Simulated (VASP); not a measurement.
Set up this calculation in VASP 6.6.1, as the native input.

| Item | Value |
| --- | --- |
| Task | single point |
| Functional | LDA |
| Potentials or basis | VASP PAW PBE potentials, release 64 (Yb, N) |
| Cutoff | 520 eV |
| k mesh | 6 × 6 × 3 |
| Occupations | gaussian, width 0.05 eV |
| Spin | collinear spin, antiferromagnetic start |
| Starting moments | [1.0, -1.0, 0.0, 0.0] μB |
| Hubbard terms | Yb f U = 5 eV |
| Supercell matrix | [1, 0, 0, 0, 1, 0, 0, 0, 2] |
| Further INCAR settings | ALGO = Normal; EDIFF = 1e-06; NBANDS = 41 |

The structure of YbN lies in POSCAR:

```
YbN
1.0
    2.9096680100      0.0000000000      0.0000000000
    0.0000000000      2.9096680100      0.0000000000
    0.0000000000      0.0000000000      5.8193360200
Yb N
2 2
Direct
    0.0000000000      0.0000000000      0.0000000000
    0.0000000000      0.0000000000      0.5000000000
    0.5000000000      0.5000000000      0.2500000000
    0.5000000000      0.5000000000      0.7500000000
```

The cell comes from a database or a generator and needn't be the stable form of this composition.

The input as run:

INCAR

```
SYSTEM = YbN
PREC     = Accurate       ! precision mode
ENCUT    = 520            ! plane-wave cutoff, eV
EDIFF    = 1E-6           ! SCF threshold, eV
ISMEAR   = 0              ! smearing method
SIGMA    = 0.05           ! smearing width, eV
LREAL    = .FALSE.        ! projectors in reciprocal space
LASPH    = .TRUE.         ! aspherical terms in the spheres
NELM     = 120            ! most SCF steps
ALGO     = Normal         ! electronic algorithm
ISIF     = 2              ! what is computed and relaxed
LWAVE    = .FALSE.        ! write WAVECAR
LCHARG   = .FALSE.        ! write CHGCAR
ISPIN    = 2              ! spin polarisation
MAGMOM   = 1 -1 0 0       ! initial moments
LORBIT   = 11             ! projections on sites
LMAXMIX  = 6              ! l up to which the mixer works
LDAU     = .TRUE.         ! DFT+U
LDAUTYPE = 2            
LDAUL    = 3 -1           ! shell
LDAUU    = 5 0            ! U, eV
LDAUJ    = 0 0          
LDAUPRINT= 1            
GGA      = CA             ! functional
NBANDS   = 41             ! bands
```

KPOINTS

```
Automatic mesh
0
G
  6 6 3
  0 0 0
```

Potentials or basis: VASP PAW PBE potentials, release 64 (Yb, N).

Run with:

```sh
$ cat potpaw_PBE.64/Yb/POTCAR potpaw_PBE.64/N/POTCAR > POTCAR
$ mpirun -np 1 vasp_std > vasp.out
```

It gave:

| Quantity | Value |
| --- | --- |
| Pressure | -5.6 GPa |
| Band gap on the k mesh | none (metal or under the smearing width) |
| Net moment | 0.00 μB per cell |
| Site moments | Yb +0.53, -0.53; N +0.00 μB |
| Valence electrons inside the program's atomic spheres | Yb 22.30; N 3.60 |

Caveat: the PAW data sets were made with another functional, which shifts forces and pressure a little; spin-orbit coupling is left out, which moves the levels of the heavy elements.

It took 6 min on 1 thread of Intel(R) Xeon(R) Platinum 8375C CPU @ 2.90GHz (Ice Lake), with other jobs on the host, peak memory 0.21 GiB.
